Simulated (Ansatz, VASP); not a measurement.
## Cross-check of AlGa3N4 (AlGa3N4 (Pm)) between VASP and Ansatz

Wanted: the spread between two codes on one cell, functional and k mesh. The cell is taken from a series of runs on this material, whose earlier steps may have relaxed, scaled, displaced or heated it; both programs get it as it stands.

Calculated with Ansatz 0.2.0; plane waves, with VASP 6.6.1 beside it; relaxation of cell and atoms at PBEsol.

## (1) The starting structure

Symmetry: Pm, No. 6, monoclinic system. The conventional cell has a = 5.146 Å, b = 3.167 Å, c = 5.484 Å, α = 90.00°, β = 90.04°, γ = 90.00°. Nearest to Al lie 4 N at 1.89 to 1.90 Å. Nearest to Ga lie 4 N at 1.94 to 1.96 Å. Ga has 4 N at 1.94 to 1.97 Å nearest. Ga has 4 N at 1.95 to 1.96 Å nearest. Nearest to N lie 1 Al at 1.89 Å and 3 Ga at 1.95 to 1.96 Å. N has 2 Al at 1.90 Å and 2 Ga at 1.96 to 1.97 Å nearest. Farther neighbours and most contacts between anions are not listed.

As a file:

```cif
data_structure
_symmetry_space_group_name_H-M 'Pm'
_symmetry_Int_Tables_number 6
_cell_length_a 5.1456
_cell_length_b 3.1671
_cell_length_c 5.4837
_cell_angle_alpha 90.000
_cell_angle_beta 90.039
_cell_angle_gamma 90.000
_cell_volume 89.36
loop_
_atom_site_label
_atom_site_type_symbol
_atom_site_symmetry_multiplicity
_atom_site_Wyckoff_symbol
_atom_site_fract_x
_atom_site_fract_y
_atom_site_fract_z
_atom_site_occupancy
Al1 Al 1 b 0.00050 0.50000 0.66730 1
Ga1 Ga 1 b 0.49914 0.50000 0.33515 1
Ga2 Ga 1 a 0.49913 0.00000 0.83133 1
Ga3 Ga 1 a 0.99991 0.00000 0.16624 1
N1 N 1 b 0.11924 0.50000 0.34130 1
N2 N 1 a 0.11683 0.00000 0.82526 1
N3 N 1 a 0.62025 0.00000 0.16615 1
N4 N 1 b 0.63260 0.50000 0.66727 1
```

## (2) VASP: relaxation of cell and atoms, PBEsol

The relaxed volume is the usual yardstick between codes: in a stiff, nearly cubic crystal its relative difference is about their pressure difference at one cell divided by the bulk modulus.

Lines of VASP's logs that name or quote its potential files are left out, and so is its time.

Input file INCAR:

```
SYSTEM = AlGa3N4
PREC = Accurate
ENCUT = 600
EDIFF = 1E-07
NELM = 120
ISMEAR = -1
SIGMA = 0.01
LREAL = .FALSE.
ALGO = Normal
GGA = PS
NBANDS = 39
LORBIT = 11
LWAVE = .FALSE.
LCHARG = .FALSE.
ISIF = 3
IBRION = 2
NSW = 80
EDIFFG = -0.005
LASPH = .TRUE.
GGA_COMPAT = .FALSE.
NELMIN = 4
EFERMI = MIDGAP
KPAR = 2
```

Input file POSCAR:

```
AlGa3N4
1.0
    5.1455900000      0.0000000000      0.0000000000
    0.0000000000      3.1670780000      0.0000000000
   -0.0037170000      0.0000000000      5.4836530000
Al Ga N
1 3 4
Direct
    0.0005010836      0.5000000000      0.6673044410
    0.4991392123      0.5000000000      0.3351464799
    0.4991348008      0.0000000000      0.8313263075
    0.9999082549      0.0000000000      0.1662408252
    0.1192383383      0.5000000000      0.3412971244
    0.1168288785      0.0000000000      0.8252646548
    0.6202469655      0.0000000000      0.1661509217
    0.6326019455      0.5000000000      0.6672705220
```

Input file KPOINTS:

```
Automatic mesh
0
Gamma
5 8 5
0 0 0
```

The projector-augmented-wave data sets are Al, Ga_d and N (PBE family, release 64).

Started as:

```console
mpirun -np 2 vasp_std
```

Numbers of over 12 decimals in the logs are rounded to 6 here.

Log:

```text
[banner, memory and clock lines left out]
running    2 mpi-ranks, on    1 nodes
 distrk:  each k-point on    1 cores,    2 groups
 distr:  one band on    1 cores,    1 groups

 POSCAR found type information on POSCAR AlGaN
 POSCAR found :  3 types and       8 ions
|                                                                             |
|               ----> ADVICE to this user running VASP <----                  |
|                                                                             |
|     You enforced a specific xc type in the INCAR file but a different       |
|     [... a line on the potential file left out ...]
|     I HOPE YOU KNOW WHAT YOU ARE DOING!                                     |
|                                                                             |

 LDA part: xc-table for (Slater+PW92), standard interpolation
 POSCAR, INCAR and KPOINTS ok, starting setup
 FFT: planning ... GRIDC
 FFT: planning ... GRID_SOFT
 FFT: planning ... GRID
 WAVECAR not read
 entering main loop
       N       E                     dE             d eps       ncg     rms          rms(c)
DAV:   1     0.683940013389E+03    0.68394E+03   -0.31186E+04  5597   0.298E+03
DAV:   2     0.661231833197E+02   -0.61782E+03   -0.58282E+03  5356   0.732E+02
DAV:   3    -0.539191365526E+02   -0.12004E+03   -0.11691E+03  5849   0.217E+02
DAV:   4    -0.626424764997E+02   -0.87233E+01   -0.86595E+01  6892   0.615E+01
DAV:   5    -0.628544857364E+02   -0.21201E+00   -0.21165E+00  6302   0.972E+00    0.150E+01
DAV:   6    -0.548969294768E+02    0.79576E+01   -0.25926E+01  9478   0.613E+01    0.450E+00
DAV:   7    -0.551219667621E+02   -0.22504E+00   -0.40410E+00  5819   0.128E+01    0.384E+00
DAV:   8    -0.550695520823E+02    0.52415E-01   -0.59642E-01  7777   0.105E+01    0.109E+00
DAV:   9    -0.550297762347E+02    0.39776E-01   -0.18008E-01  8325   0.699E+00    0.431E-01
DAV:  10    -0.550308947152E+02   -0.11185E-02   -0.17781E-02  5794   0.114E+00    0.208E-01
DAV:  11    -0.550310126706E+02   -0.11796E-03   -0.15491E-03  7492   0.964E-01    0.550E-02
DAV:  12    -0.550310236711E+02   -0.11001E-04   -0.39143E-04  7933   0.461E-01    0.195E-02
DAV:  13    -0.550310391224E+02   -0.15451E-04   -0.15343E-04  6480   0.896E-02    0.117E-02
DAV:  14    -0.550310402837E+02   -0.11613E-05   -0.63184E-06  7473   0.391E-02    0.708E-03
DAV:  15    -0.550310402852E+02   -0.14516E-08   -0.15747E-06  7724   0.420E-02    0.296E-03
DAV:  16    -0.550310403310E+02   -0.45794E-07   -0.11856E-06  6261   0.853E-03    0.148E-03
DAV:  17    -0.550310403242E+02    0.68076E-08   -0.66366E-08  3693   0.385E-03
   1 F= -.55031040E+02 E0= -.55031040E+02  d E =-.550310E+02
[...]
2 F= -.55033029E+02 E0= -.55033029E+02  d E =-.198845E-02
[...]
3 F= -.55033574E+02 E0= -.55033574E+02  d E =-.253392E-02
[...]
4 F= -.55033788E+02 E0= -.55033788E+02  d E =-.213838E-03
[...]
5 F= -.55033803E+02 E0= -.55033803E+02  d E =-.228649E-03
[...]
6 F= -.55033803E+02 E0= -.55033803E+02  d E =-.228498E-03
 curvature:  -0.38 expect dE=-0.139E-04 dE for cont linesearch -0.224E-06
 ZBRENT: accuracy reached
 trial: gam= 0.08931 g(F)=  0.301E-04 g(S)=  0.620E-05 ort =-0.201E-04 (trialstep = 0.903E+00)
 search vector abs. value=  0.382E-04
 bond charge predicted
       N       E                     dE             d eps       ncg     rms          rms(c)
DAV:   1    -0.550338056735E+02   -0.29206E-05   -0.52154E-03  5613   0.480E-01    0.225E-02
DAV:   2    -0.550338179787E+02   -0.12305E-04   -0.23933E-04  6463   0.168E-01    0.107E-02
DAV:   3    -0.550338170261E+02    0.95253E-06   -0.22423E-05  7845   0.454E-02    0.436E-03
DAV:   4    -0.550338167418E+02    0.28434E-06   -0.28238E-06  7557   0.317E-02    0.131E-03
DAV:   5    -0.550338168015E+02   -0.59695E-07   -0.90299E-07  6565   0.162E-02
   7 F= -.55033817E+02 E0= -.55033817E+02  d E =-.140592E-04
 trial-energy change:   -0.000014  1 .order   -0.000013   -0.000031    0.000005
 step:   0.8000(harm=  0.7885)  dis= 0.00054  next Energy=   -55.033817 (dE=-0.143E-04)
 reached required accuracy - stopping structural energy minimisation
```

From OUTCAR (step 2):

```text
ion  position               nearest neighbor table
   1  0.001  0.500  0.667-   5 1.89   8 1.89   6 1.90   6 1.90
   2  0.499  0.500  0.335-   7 1.94   7 1.94   8 1.95   5 1.96
   3  0.499  0.000  0.831-   7 1.94   8 1.95   8 1.95   6 1.97
   4  1.000  0.000  0.166-   5 1.95   5 1.95   7 1.95   6 1.96
   5  0.119  0.500  0.341-   1 1.89   4 1.95   4 1.95   2 1.96
   6  0.117  0.000  0.825-   1 1.90   1 1.90   4 1.96   3 1.97
   7  0.620  0.000  0.166-   2 1.94   2 1.94   3 1.94   4 1.95
   8  0.633  0.500  0.667-   1 1.89   2 1.95   3 1.95   3 1.95

  LATTYP: Found a simple monoclinic cell.
 ALAT       =     5.1455900000
 B/A-ratio  =     0.6154936557
 C/A-ratio  =     1.0656998050
 COS(beta)  =    -0.0006778327

 Subroutine GETGRP returns: Found  2 space group operations
 (whereof  2 operations were pure point group operations)

The static configuration has the point symmetry C_1h.

 Found     65 irreducible k-points:

   k-points           NKPTS =     65   k-points in BZ     NKDIM =     65   number of bands    NBANDS=     39

   dimension x,y,z NGX =    42 NGY =   28 NGZ =   48
   dimension x,y,z NGXF=    84 NGYF=   56 NGZF=   96

   ENCUT  =  600.0 eV  44.10 Ry    6.64 a.u.  10.28  6.33 10.95*2*pi/ulx,y,z

   NELECT =      62.0000    total number of electrons

 k-points in reciprocal lattice and weights: Automatic mesh
   0.00000000  0.00000000  0.00000000       0.005
   0.20000000  0.00000000  0.00000000       0.010
   0.40000000  0.00000000  0.00000000       0.010
   0.00000000  0.12500000  0.00000000       0.010
   0.20000000  0.12500000  0.00000000       0.020
   0.40000000  0.12500000  0.00000000       0.020
   0.00000000  0.25000000  0.00000000       0.010
   0.20000000  0.25000000  0.00000000       0.020
   0.40000000  0.25000000  0.00000000       0.020
[...]
-0.40000000  0.50000000  0.40000000       0.010
  -0.20000000  0.50000000  0.40000000       0.010

 average (electrostatic) potential at core
       1 -72.4515       2 -62.8890       3 -62.9123       4 -62.9503       5 -61.5712
       6 -61.4575       7 -61.7110       8 -61.5492

 E-fermi :   6.6433

 k-point     1 :       0.0000    0.0000    0.0000
  band No.  band energies     occupation
    ...
     27       4.4105      2.00000
     28       4.5895      2.00000
     29       5.3638      2.00000
     30       5.4200      2.00000
     31       5.4483      2.00000
     32       7.8383      0.00000
     33      10.0851      0.00000
     34      10.6237      0.00000
     35      11.1722      0.00000
     36      11.8621      0.00000
    ...

 k-point     2 :       0.2000    0.0000    0.0000
  band No.  band energies     occupation
    ...
     27       4.4077      2.00000
     28       4.4919      2.00000
     29       4.5682      2.00000
     30       5.3285      2.00000
     31       5.3564      2.00000
     32       8.6275      0.00000
     33       9.9745      0.00000
     34      10.2823      0.00000
     35      10.8370      0.00000
     36      12.9092      0.00000
    ...

 k-point     3 :       0.4000    0.0000    0.0000
  band No.  band energies     occupation
    ...
     27       3.9511      2.00000
     28       4.6737      2.00000
     29       4.7204      2.00000
     30       5.1377      2.00000
     31       5.1464      2.00000
     32       9.5729      0.00000
     33       9.8520      0.00000
     34      10.2010      0.00000
     35      10.5990      0.00000
     36      13.1190      0.00000
    ...

  Total        0.0118583      0.0060766      0.0065428      0.0000000      0.0000000     -0.0002665
  in kB        0.2134492      0.1093788      0.1177692      0.0000000      0.0000000     -0.0047973
  external PRESSURE =       0.1468657 kB  Pullay stress =       0.0000000 kB

  energy-cutoff  :      600.00
  volume of cell :       89.01
      direct lattice vectors                 reciprocal lattice vectors
     5.139680537  0.000000000  0.000011460     0.194564622  0.000000000  0.000131509
     0.000000000  3.163151534  0.000000000     0.000000000  0.316140403  0.000000000
    -0.003700636  0.000000000  5.474989434    -0.000000407  0.000000000  0.182648754

 POSITION                                       TOTAL-FORCE (eV/Angst)
 -----------------------------------------------------------------------------------
      0.00102      1.58158      3.65386        -0.001484      0.000000      0.001203
      2.56418      1.58158      1.83339        -0.002442      0.000000      0.003643
      2.56204      0.00000      4.55282         0.000347      0.000000     -0.002389
      5.13763      0.00000      0.91006         0.002917      0.000000      0.000207
      0.61393      1.58158      1.86161         0.000588      0.000000     -0.000362
      0.60199      0.00000      4.52498        -0.003142      0.000000     -0.001762
      3.18814      0.00000      0.90991         0.001731      0.000000      0.001860
      3.24141      1.58158      3.65337         0.001486      0.000000     -0.002398
 -----------------------------------------------------------------------------------
    total drift:                               -0.000984      0.000000     -0.000375

  FREE ENERGIE OF THE ION-ELECTRON SYSTEM (eV)
  ---------------------------------------------------
  free  energy   TOTEN  =       -55.0338168015 eV

  energy  without entropy=      -55.0338168015  energy(sigma->0) =      -55.03381680

 reached required accuracy - stopping structural energy minimisation

 total charge
# of ion       s       p       d       tot
------------------------------------------
    1        0.370   0.435   0.000   0.806
    2        0.791   0.923  10.192  11.906
    3        0.789   0.915  10.188  11.893
    4        0.787   0.907  10.183  11.877
    5        1.214   2.532   0.000   3.746
    6        1.213   2.548   0.000   3.761
    7        1.214   2.514   0.000   3.728
    8        1.214   2.535   0.000   3.749
--------------------------------------------------
tot          7.594  13.309  30.563  51.466

[... 3 further parts left out ...]
```

CONTCAR:

```
AlGa3N4
   1.00000000000000
     5.1396805370477940    0.0000000000000000    0.0000114599670767
     0.0000000000000000    3.1631515336780152    0.0000000000000000
    -0.0037006362490314    0.0000000000000000    5.4749894342796903
  Al              Ga              N
     1     3     4
Direct
     0.0006783010238555    0.5000000000000000    0.6673728192930565
     0.4991394274168626    0.5000000000000000    0.3348659619848493
     0.4990813833221223    0.0000000000000000    0.8315665174717763
     0.9997210042804604    0.0000000000000000    0.1662183664436092
     0.1196944914658549    0.5000000000000000    0.3400213401751084
     0.1177218779366141    0.0000000000000000    0.8264810498283195
     0.6204190268088463    0.0000000000000000    0.1661921920581911
     0.6311439671453876    0.5000000000000000    0.6672830292450905
```

The run keeps the 2 symmetry operations of its start, so it cannot find a distortion of lower symmetry.

(Part 1 of 2 ends here.)

[Lines on the potential files, build, host, timing and source positions are cut from VASP's logs without a mark.]

[Logs are printed without paths, hosts, clocks, repeated set-up lines and the standing remarks that a program may print on its own settings, such as how far it seeks lower states.]

[Hosts, paths, dates, database ids (printed as entryN), source tags and the programs' standing remarks are cut or masked in the printed files.]
